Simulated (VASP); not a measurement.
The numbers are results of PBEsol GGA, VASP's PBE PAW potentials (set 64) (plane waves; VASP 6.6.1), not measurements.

VASP input:

INCAR:
```
! general
SYSTEM   =  BAs
PREC     =  Accurate
ENCUT    =  620
LREAL    =  .FALSE.
LASPH    =  .TRUE.

! electronic loop
EDIFF    =  1E-6
NELM     =  100
ALGO     =  Normal
LMAXMIX  =  4

! smearing
ISMEAR   =  0
SIGMA    =  0.05

! functional
GGA      =  PS

! ions
IBRION   =  2
NSW      =  40
ISIF     =  3
EDIFFG   =  -0.02
PSTRESS  =  300

! output
LWAVE    =  .FALSE.
LCHARG   =  .FALSE.
```

File POSCAR:
```
BAs
1.0
  0.0000000000   2.2688667657   2.2688667657
  2.2688667657   0.0000000000   2.2688667657
  2.2688667657   2.2688667657   0.0000000000
B As
1 1
Cartesian
  0.0000000000   0.0000000000   0.0000000000
  1.1344333828   1.1344333828   1.1344333828
```

File KPOINTS:
```
Regular mesh
0
Gamma
  10 10 10
0 0 0
```

POTCAR, in this order: B As (PBE.64 set). Program: vasp_std.

Output of the run:

File OSZICAR:
```
       N       E                     dE             d eps       ncg     rms          rms(c)
DAV:   1     0.165606349390E+02    0.16561E+02   -0.43795E+03   752   0.103E+03
DAV:   2    -0.124403137692E+02   -0.29001E+02   -0.27617E+02  1088   0.121E+02
DAV:   3    -0.128323175384E+02   -0.39200E+00   -0.39200E+00   920   0.187E+01
DAV:   4    -0.128327987641E+02   -0.48123E-03   -0.48123E-03  1104   0.662E-01
DAV:   5    -0.128327990219E+02   -0.25783E-06   -0.25788E-06   888   0.103E-02    0.606E+00
DAV:   6    -0.120120892548E+02    0.82071E+00   -0.21684E+00   792   0.813E+00    0.303E+00
DAV:   7    -0.118966005074E+02    0.11549E+00   -0.36418E-01  1040   0.357E+00    0.103E+00
DAV:   8    -0.118853452912E+02    0.11255E-01   -0.22979E-02   800   0.107E+00    0.142E-01
DAV:   9    -0.118854778897E+02   -0.13260E-03   -0.49341E-04  1032   0.200E-01    0.822E-02
DAV:  10    -0.118855296586E+02   -0.51769E-04   -0.13258E-04   816   0.788E-02    0.182E-02
DAV:  11    -0.118855310190E+02   -0.13604E-05   -0.37615E-06  1096   0.172E-02    0.163E-02
DAV:  12    -0.118855304837E+02    0.53525E-06   -0.10202E-06   408   0.650E-03
   1 F= -.75116426E+01 E0= -.75116426E+01  d E =-.751164E+01
```

**OUTCAR**
```
------------------------ aborting loop because EDIFF is reached ----------------------------------------
  FORCE on cell =-STRESS in cart. coord.  units (eV):
  Direction    XX          YY          ZZ          XY          YZ          ZX
  --------------------------------------------------------------------------------------
  Total        4.3417589      4.3417589      4.3417589      0.0000000     -0.0000000      0.0000000
  in kB      297.7963089    297.7963089    297.7963089      0.0000000     -0.0000000      0.0000000
  external PRESSURE =      -2.2036911 kB  Pullay stress =     300.0000000 kB
  volume of cell :       23.36
      direct lattice vectors                 reciprocal lattice vectors
     0.000000000  2.268866766  2.268866766    -0.220374333  0.220374333  0.220374333
     2.268866766  0.000000000  2.268866766     0.220374333 -0.220374333  0.220374333
     2.268866766  2.268866766  0.000000000     0.220374333  0.220374333 -0.220374333
  FREE ENERGIE OF THE ION-ELECTRON SYSTEM (eV)
  ---------------------------------------------------
  free  energy   TOTEN  =       -11.8855304837 eV

  energy  without entropy=      -11.8855304837  energy(sigma->0) =      -11.88553048
  enthalpy is  TOTEN    =        -7.5116425764 eV   P V=        4.3738879073

 reached required accuracy - stopping structural energy minimisation
```
(Selected blocks of OUTCAR.)

The structure was generated: BAs was put into the zinc blende type (F-43m), which need not be its known phase. It was relaxed first under an external pressure of 30 GPa.
